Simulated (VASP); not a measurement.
The system is Ta4NiO11.

```
Ta Ni O
1.0
     6.20000    0.00000    0.00000
    -3.10000    5.36936    0.00000
     0.00000    0.00000    6.00000
Ta Ni O
4 1 11
Direct
  0.02667 0.69333 0.00000
  0.30667 0.33333 0.00000
  0.66667 0.97333 0.00000
  0.66667 0.33333 0.50000
  0.00000 0.00000 0.50000
  0.99667 0.66333 0.32000
  0.99667 0.66333 0.68000
  0.33667 0.33333 0.68000
  0.33667 0.33333 0.32000
  0.33333 0.66667 0.00000
  0.66667 0.00333 0.32000
  0.66667 0.00333 0.68000
  0.00000 0.00000 0.00000
  0.40667 0.07333 0.00000
  0.66667 0.59333 0.00000
  0.92667 0.33333 0.00000
```

The cell was built by a generator and needn't be a form met in nature.

| Property | Result |
| --- | --- |
| Program | VASP 6.6.1 |
| Task | relaxation of cell and atoms |
| Functional | PBE |
| Potentials or basis | VASP PAW PBE potentials, release 64 (Ta_pv, Ni, O) |
| Cutoff | 520 eV |
| k mesh | 3 × 3 × 3 |
| Occupations | gaussian, width 0.15 eV |
| Spin | collinear spin, ferromagnetic start |
| Starting moments | [0.0, 0.0, 0.0, 0.0, 1.0, 0.0, 0.0, 0.0, 0.0, 0.0, 0.0, 0.0, 0.0, 0.0, 0.0, 0.0] μB |

At the start: pressure 2.0 GPa; volume 12.48 Å³/atom.

Task: How do energy, volume and symmetry change on relaxing?

Result: Over 16 steps the energy falls by 320.5 meV/atom and the volume is 12.85 Å³/atom (+2.9 %); space group P-6 (No. 174, to 0.05 Å); moment 2.00 μB per cell.

Step by step:
```csv
step,energy change (eV),largest force (eV/Å),pressure (GPa),volume (Å³)
1,0.0000,3.1585,1.95,199.74
2,-1.7696,3.7894,-0.44,203.16
3,-2.2564,2.5512,-1.91,202.25
4,-3.9178,1.6031,4.43,199.70
5,-4.0701,2.4008,7.73,198.71
6,-4.9568,0.5737,-0.12,207.48
7,-4.9586,0.5838,-0.50,207.89
8,-5.0446,0.3713,-0.27,207.40
9,-5.0603,0.4562,-0.11,207.08
10,-5.0911,0.2611,-0.23,206.72
11,-5.0960,0.4376,-0.20,206.51
12,-5.1188,0.2470,-0.09,206.00
13,-5.1263,0.1122,0.08,205.46
14,-5.1264,0.1117,-0.05,205.51
15,-5.1264,0.1106,0.10,205.49
16,-5.1288,0.0767,0.10,205.59
```

Final structure:
```
CELL_PARAMETERS angstrom
6.17852 0.00000 0.00000
-3.08926 5.35076 0.00000
0.00000 0.00000 6.21886
ATOMIC_POSITIONS crystal
Ta 0.02589 0.69228 0.00000
Ta 0.30772 0.33361 0.00000
Ta 0.66639 0.97411 0.00000
Ta 0.66667 0.33333 0.50000
Ni 0.00000 0.00000 0.50000
O 0.91758 0.62555 0.30991
O 0.91758 0.62555 0.69009
O 0.37445 0.29203 0.69009
O 0.37445 0.29203 0.30991
O 0.33333 0.66667 0.00000
O 0.70796 0.08242 0.30991
O 0.70796 0.08242 0.69009
O 0.00000 0.00000 0.00000
O 0.39275 0.05083 0.00000
O 0.65808 0.60725 0.00000
O 0.94917 0.34192 0.00000
```

Caveat: a cell with one magnetic atom can't hold antiferromagnetic order, which such compounds often take.
